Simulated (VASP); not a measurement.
Consider the following.

```xyz
3
Lattice="0.0000 2.5105 2.5105 2.5105 0.0000 2.5105 2.5105 2.5105 0.0000" Properties=species:S:1:pos:R:3 pbc="T T T"
Hf     0.0000     0.0000     0.0000
O      1.2552     1.2552     1.2552
O      3.7657     3.7657     3.7657
```

Calculation: PBEsol GGA, VASP's PBE PAW potentials (set 64) (plane waves; VASP). Settings: 530 eV cut-off, 7×7×7 Γ-centred mesh, Gaussian smearing of 0.050 eV, potentials Hf_pv O.

Problem. Estimate the energy per atom (σ→0).

Solution. 
The energy per atom (σ→0) is -10546 meV/atom.

The absolute energy has meaning only against runs of the same code, potentials and settings.

The compound is HfO2 in the fluorite structure, the high-temperature cubic form, which is unstable at 0 K; the monoclinic form is the stable one. It was relaxed first. The start is the result of an earlier pass.
